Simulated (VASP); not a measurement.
Data:

```yaml
crystal:
  lattice:
    - [2.96666, 0.00000, 0.00000]
    - [0.00000, 2.96666, 0.00000]
    - [0.00000, 0.00000, 2.96666]
  atoms:
    - { symbol: Zn, position: [0.50000, 0.50000, 0.50000] }
    - { symbol: Au, position: [0.00000, 0.00000, 0.00000] }
```

The numbers are results of LDA (Ceperley-Alder, Perdew-Zunger), VASP's LDA PAW potentials (set 64) (plane waves; VASP), not measurements. Run with 500 eV cut-off, 12×12×12 Γ-centred mesh, first-order Methfessel-Paxton smearing of 0.10 eV, potentials Zn Au.

Unless said otherwise, spin-orbit coupling is left out, though it shifts the bands of the heavy elements here.

Task: Estimate the energy per atom (σ→0), pressure, band gap (on the k-mesh) with the smallest direct gap where there is one.

Result: 
```yaml
band gap (on the k-mesh): none (metal, semimetal or under 0.01 eV)
energy per atom (σ→0): -3.230 eV/atom
pressure: 29.90 GPa
```

Only differences to runs with the same potentials and settings are physical.

The compound is AuZn in the CsCl type structure. It was relaxed first under an external pressure of 30 GPa. The electron count is odd and the run is not spin-polarised, which forces a metal.
